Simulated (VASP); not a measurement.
# Cs3PdO (P6_3/mmc) in VASP: single point with PBEsol

Aim: the single point of Cs3PdO with PBEsol.

Everything below comes from runs of VASP 6.6.1. Logs are shortened: lines on timing, memory, paths and dates and some standing lists are left out, and cuts for length are marked.

**1. The structure**

Symmetry: P6_3/mmc, No. 194, hexagonal system. The conventional cell has a = 7.851 Å, b = 7.851 Å, c = 7.079 Å, α = 90.00°, β = 90.00°, γ = 120.00°. Pd (site symmetry -6m2) is surrounded by 12 Cs at 3.93 to 4.26 Å. O (site symmetry -3m) has 6 Cs at 2.79 Å as nearest neighbours. Cs (site symmetry mm2) has 2 O at 2.79 Å as nearest neighbours.

The cell was built by a generator and needn't be a form met in nature.

**2. Single point, PBEsol**

The input, INCAR:

```
SYSTEM = Cs3PdO
PREC = Accurate
ENCUT = 520
EDIFF = 1E-7
ISMEAR = 0
SIGMA = 0.1248
LREAL = .False.
LASPH = .True.
NELM = 100
ALGO = Fast
ISIF = 2
LWAVE = .False.
LCHARG = .False.
GGA = PS
NBANDS = 54
```

The input, KPOINTS:

```
Automatic mesh
0
Gamma
  5 5 5
  0 0 0
```

The input, POSCAR:

```
Cs3PdO
1.0
    7.8513047386      0.0000000000      0.0000000000
   -3.9256523693      6.7994293565      0.0000000000
    0.0000000000      0.0000000000      7.0792093700
Pd O Cs
2 2 6
Direct
    0.6666666667      0.3333333333      0.2500000000
    0.3333333333      0.6666666667      0.7500000000
    0.0000000000      0.0000000000      0.0000000000
    0.0000000000      0.0000000000      0.5000000000
    0.1589005528      0.3178011055      0.2500000000
    0.8410994472      0.1589005528      0.7500000000
    0.6821988945      0.8410994472      0.2500000000
    0.8410994472      0.6821988945      0.7500000000
    0.1589005528      0.8410994472      0.2500000000
    0.3178011055      0.1589005528      0.7500000000
```

Potentials or basis: VASP PAW PBE potentials, release 64 (Pd, O, Cs_sv).

Launch:

```bash
cat potpaw_PBE.64/Pd/POTCAR potpaw_PBE.64/O/POTCAR potpaw_PBE.64/Cs_sv/POTCAR > POTCAR
mpirun -np 1 vasp_std > vasp.out
```

OUTCAR:

```text
SYSTEM = Cs3PdO
   PREC = Accurate
   ENCUT = 520
   EDIFF = 1E-7
   ISMEAR = 0
   LREAL = .False.
   LASPH = .True.
   NELM = 100
   ISIF = 2
   GGA = PS

 ion  position               nearest neighbor table
   1  0.667  0.333  0.250-
   2  0.333  0.667  0.750-
   3  0.000  0.000  0.000-
   4  0.000  0.000  0.500-
   5  0.159  0.318  0.250-
   6  0.841  0.159  0.750-
   7  0.682  0.841  0.250-
   8  0.841  0.682  0.750-
   9  0.159  0.841  0.250-
  10  0.318  0.159  0.750-

  LATTYP: Found a hexagonal cell.
 ALAT       =     7.8513047386
 C/A-ratio  =     0.9016602470

  Lattice vectors:

 A1 = (   7.8513047386,   0.0000000000,   0.0000000000)
 A2 = (  -3.9256523693,   6.7994293565,   0.0000000000)
 A3 = (   0.0000000000,   0.0000000000,   7.0792093700)

Analysis of symmetry for initial positions (statically):
=====================================================================
 Subroutine PRICEL returns:
 Original cell was already a primitive cell.

 Routine SETGRP: Setting up the symmetry group for a
 hexagonal supercell.

 Subroutine GETGRP returns: Found 24 space group operations
 (whereof 12 operations were pure point group operations)
 out of a pool of 24 trial point group operations.

The static configuration has the point symmetry D_3d.
 The point group associated with its full space group is D_6h.

Analysis of symmetry for dynamics (positions and initial velocities):
=====================================================================
 Subroutine PRICEL returns:
 Original cell was already a primitive cell.

 Routine SETGRP: Setting up the symmetry group for a
 hexagonal supercell.

 Subroutine GETGRP returns: Found 24 space group operations
 (whereof 12 operations were pure point group operations)
 out of a pool of 24 trial point group operations.

The dynamic configuration has the point symmetry D_3d.
 The point group associated with its full space group is D_6h.

 Subroutine INISYM returns: Found 24 space group operations
 (whereof 12 operations are pure point group operations),
 and found     1 'primitive' translations

----------------------------------------------------------------------------------------

                                     Primitive cell

  volume of cell :     377.9193

  direct lattice vectors                    reciprocal lattice vectors
     7.851304739  0.000000000  0.000000000     0.127367365  0.073535583  0.000000000
    -3.925652369  6.799429357  0.000000000     0.000000000  0.147071165  0.000000000
     0.000000000  0.000000000  7.079209370     0.000000000  0.000000000  0.141258712

  length of vectors
     7.851304739  7.851304739  7.079209370     0.147071165  0.147071165  0.141258712

  position of ions in fractional coordinates (direct lattice)
     0.666666667  0.333333333  0.250000000
     0.333333333  0.666666667  0.750000000
     0.000000000  0.000000000  0.000000000
     0.000000000  0.000000000  0.500000000
     0.158900553  0.317801106  0.250000000
     0.841099447  0.158900553  0.750000000
     0.682198894  0.841099447  0.250000000
     0.841099447  0.682198894  0.750000000
     0.158900553  0.841099447  0.250000000
     0.317801106  0.158900553  0.750000000

  ion indices of the primitive-cell ions
   primitive index   ion index
                 1           1
                 2           2
                 3           3
                 4           4
                 5           5
                 6           6
                 7           7
                 8           8
                 9           9
                10          10

----------------------------------------------------------------------------------------

 KPOINTS: Automatic mesh

Automatic generation of k-mesh.
 Grid dimensions read from file:
 generate k-points for:    5    5    5

 Generating k-lattice:

  Cartesian coordinates                     Fractional coordinates (reciprocal lattice)
     0.025473473  0.014707117  0.000000000     0.200000000  0.000000000  0.000000000
     0.000000000  0.029414233  0.000000000     0.000000000  0.200000000  0.000000000
     0.000000000  0.000000000  0.028251742     0.000000000  0.000000000  0.200000000

  Length of vectors
     0.029414233  0.029414233  0.028251742

  Shift w.r.t. Gamma in fractional coordinates (k-lattice)
     0.000000000  0.000000000  0.000000000

 Subroutine IBZKPT returns following result:
 ===========================================

 Found     15 irreducible k-points:

 Following reciprocal coordinates:
            Coordinates               Weight
  0.000000  0.000000  0.000000      1.000000
  0.200000 -0.000000  0.000000      6.000000
  0.400000 -0.000000  0.000000      6.000000
  0.200000  0.200000  0.000000      6.000000
  0.400000  0.200000  0.000000      6.000000
  0.000000  0.000000  0.200000      2.000000
  0.200000 -0.000000  0.200000     12.000000
  0.400000 -0.000000  0.200000     12.000000
  0.200000  0.200000  0.200000     12.000000
  0.400000  0.200000  0.200000     12.000000
  0.000000  0.000000  0.400000      2.000000
  0.200000 -0.000000  0.400000     12.000000
  0.400000 -0.000000  0.400000     12.000000
  0.200000  0.200000  0.400000     12.000000
  0.400000  0.200000  0.400000     12.000000
   k-points           NKPTS =     15   k-points in BZ     NKDIM =     15   number of bands    NBANDS=     54
   number of dos      NEDOS =    301   number of ions     NIONS =     10
   total plane-waves  NPLWV = 194400
   dimension x,y,z NGX =    60 NGY =   60 NGZ =   54
   dimension x,y,z NGXF=   120 NGYF=  120 NGZF=  108
   ions per type =               2   2   6
   NGX,Y,Z   is equivalent  to a cutoff of  12.70, 12.70, 12.68 a.u.
   NGXF,Y,Z  is equivalent  to a cutoff of  25.41, 25.41, 25.36 a.u.
 SYSTEM =  Cs3PdO
   PREC   = accura    normal or accurate (medium, high low for compatibility)
   ISTART =      0    job   : 0-new  1-cont  2-samecut
   ICHARG =      2    charge: 1-file 2-atom 10-const
   ISPIN  =      1    spin polarized calculation?
   LNONCOLLINEAR =      F non collinear calculations
   LSORBIT =      F    spin-orbit coupling
   LASPH  =      T    aspherical Exc in radial PAW
   ENCUT  =  520.0 eV  38.22 Ry    6.18 a.u.  14.60 14.60 13.16*2*pi/ulx,y,z
   NELM   =    100;   NELMIN=  2; NELMDL= -5     # of ELM steps
   EDIFF  = 0.1E-06   stopping-criterion for ELM
   LREAL  =      F    real-space projection
   EDIFFG = 0.1E-05   stopping-criterion for IOM
   NSW    =      0    number of steps for IOM
   IBRION =     -1    ionic relax: 0-MD 1-quasi-New 2-CG
   NFREE  =      0    steps in history (QN), initial steepest desc. (CG)
   ISIF   =      2    stress and relaxation
   ISYM   =      2    0-nonsym 1-usesym 2-fastsym
   POTIM  = 0.5000    time-step for ionic-motion
   TEBEG  =    0.0;   TEEND  =   0.0 temperature during run
   PSTRESS=    0.0 pullay stress
   NELECT =      86.0000    total number of electrons
   NUPDOWN=      -1.0000    fix difference up-down
   EMIN   =  10.00;   EMAX   =-10.00  energy-range for DOS
   EFERMI =   0.00;   METHOD = LEGACY
   ISMEAR =     0;   SIGMA  =   0.12  broadening in eV -4-tet -1-fermi 0-gaus
   EFERMI_NEDOS =   21; number of points for ismear=-14 and -15
   IALGO  =     68    algorithm
   IMIX   =      4    mixing-type and parameters
     AMIX     =   0.40;   BMIX     =  1.00
     AMIX_MAG =   1.60;   BMIX_MAG =  1.00
  volume/ion in A,a.u.               =      37.79       255.03
  Fermi-wavevector in a.u.,A,eV,Ry     =   0.999481  1.888746 13.591712  0.998963
  Thomas-Fermi vector in A             =   2.131774
   LORBIT       =      0    0 simple, 1 ext, 2 COOP (PROOUT), +10 PAW based schemes
   GGA     = PS    functional components
   LHFCALC =     F    Hartree Fock is set to
   AEXX    =    0.0000 exact exchange contribution
   IVDW    =     0    specifies the selected vdW correction
   LEPSILON=     F    determine dielectric tensor
   LRPA    =     F    only Hartree local field effects (RPA)
 non-spin polarized calculation
 RMM-DIIS sequential band-by-band and
 Gauss-broadening in eV      SIGMA  =   0.12
  energy-cutoff  :      520.00
  volume of cell :      377.92
 maximum number of plane-waves:     10220
 NGX is ok and might be reduce to    60
   NGX = 29   NGY = 29   NGZ = 27

 number of electron      85.9999982 magnetization

 Free energy of the ion-electron system (eV)
  ---------------------------------------------------
  ext. energy  EPLUGINS =         0.00000000
  ---------------------------------------------------
  free energy    TOTEN  =       -31.12497403 eV

  energy without entropy =      -31.06292556  energy(sigma->0) =      -31.09394980

 E-fermi :   1.3144     XC(G=0):  -8.2469

 val. band max:        1.2883722039   @ k =   0.4000  -0.0000   0.4000
 cond. band min:       1.3149794105   @ k =   0.2000  -0.0000   0.0000
 fundamental gap:      0.0266072066
 Fermi energy:         1.3144384763

 k-point     1 :       0.0000    0.0000    0.0000
  band No.  band energies     occupation
      1     -20.1687      2.00000
      2     -19.9874      2.00000
      3     -19.8933      2.00000
      4     -19.8933      2.00000
      5     -19.8255      2.00000
      6     -19.8255      2.00000
[... 46 lines left out ...]
     53       5.2562      0.00000
     54       5.4875      0.00000

 k-point     2 :       0.2000   -0.0000    0.0000
  band No.  band energies     occupation
      1     -20.1544      2.00000
      2     -19.9756      2.00000
      3     -19.9090      2.00000
      4     -19.8937      2.00000
      5     -19.8384      2.00000
      6     -19.8251      2.00000
[... 46 lines left out ...]
     53       5.3632      0.00000
     54       5.6639      0.00000

 k-point     3 :       0.4000   -0.0000    0.0000
  band No.  band energies     occupation
      1     -20.1260      2.00000
      2     -19.9598      2.00000
      3     -19.9272      2.00000
      4     -19.8944      2.00000
      5     -19.8685      2.00000
      6     -19.8246      2.00000
[... 46 lines left out ...]
     53       5.7558      0.00000
     54       6.0660      0.00000
[... 571 lines left out ...]
 k-point    14 :       0.2000    0.2000    0.4000
  band No.  band energies     occupation
      1     -20.0720      2.00000
      2     -20.0172      2.00000
      3     -19.9068      2.00000
      4     -19.8917      2.00000
      5     -19.8648      2.00000
      6     -19.8512      2.00000
[... 46 lines left out ...]
     53       5.4689      0.00000
     54       5.5658      0.00000

 k-point    15 :       0.4000    0.2000    0.4000
  band No.  band energies     occupation
      1     -20.0546      2.00000
      2     -19.9992      2.00000
      3     -19.9228      2.00000
      4     -19.9129      2.00000
      5     -19.8636      2.00000
      6     -19.8529      2.00000
[... 46 lines left out ...]
     53       5.6207      0.00000
     54       5.7579      0.00000

------------------------ aborting loop because EDIFF is reached ----------------------------------------

  FORCE on cell =-STRESS in cart. coord.  units (eV):
  Direction    XX          YY          ZZ          XY          YZ          ZX
  --------------------------------------------------------------------------------------
  -------------------------------------------------------------------------------------
  Total       -2.0883607     -2.0883607     -2.1395669     -0.0000000     -0.0000000      0.0000000
  in kB       -8.8535416     -8.8535416     -9.0706290     -0.0000000     -0.0000000      0.0000000
  external PRESSURE =      -8.9259040 kB  Pullay stress =       0.0000000 kB

 VOLUME and BASIS-vectors are now :
 -----------------------------------------------------------------------------
  energy-cutoff  :      520.00
  volume of cell :      377.92
      direct lattice vectors                 reciprocal lattice vectors
     7.851304739  0.000000000  0.000000000     0.127367365  0.073535583  0.000000000
    -3.925652369  6.799429357  0.000000000     0.000000000  0.147071165  0.000000000
     0.000000000  0.000000000  7.079209370     0.000000000  0.000000000  0.141258712

 POSITION                                       TOTAL-FORCE (eV/Angst)
 -----------------------------------------------------------------------------------
      3.92565      2.26648      1.76980        -0.000000      0.000000     -0.000000
     -0.00000      4.53295      5.30941         0.000000     -0.000000     -0.000000
      0.00000      0.00000      0.00000         0.000000      0.000000      0.000000
      0.00000      0.00000      3.53960         0.000000      0.000000      0.000000
      0.00000      2.16087      1.76980         0.000000      0.054821     -0.000000
      5.97994      1.08043      5.30941        -0.047476      0.027410     -0.000000
      2.05429      5.71900      1.76980        -0.047476     -0.027410      0.000000
      3.92565      4.63856      5.30941        -0.000000     -0.054821      0.000000
     -2.05429      5.71900      1.76980         0.047476     -0.027410      0.000000
      1.87136      1.08043      5.30941         0.047476      0.027410      0.000000
 -----------------------------------------------------------------------------------
    total drift:                               -0.000000      0.000000     -0.000000

  FREE ENERGIE OF THE ION-ELECTRON SYSTEM (eV)
  ---------------------------------------------------
  free  energy   TOTEN  =       -31.1249740322 eV

  energy  without entropy=      -31.0629255610  energy(sigma->0) =      -31.09394980
```

Wall time 5.2 min (1 thread of Intel Xeon Platinum 8559C (Emerald Rapids), shared host); peak memory 0.6 GiB.

Results:

```
Free energy            : -31.1250 eV
Pressure               : -0.9 GPa
Largest force          : 0.055 eV/Å
Band gap on the k mesh : none (metal or under the smearing width)
```

Forces in eV/Å, atoms in the order of the input:
```
Pd   0.000  0.000  0.000
Pd   0.000  0.000  0.000
O    0.000  0.000  0.000
O    0.000  0.000  0.000
Cs   0.000  0.055  0.000
Cs  -0.047  0.027  0.000
Cs  -0.047 -0.027  0.000
Cs   0.000 -0.055  0.000
Cs   0.047 -0.027  0.000
Cs   0.047  0.027  0.000
```

Caveat: the PAW data sets were made with another functional, which shifts forces and pressure a little. The run has no spin-orbit coupling, so splittings on Cs are missing.
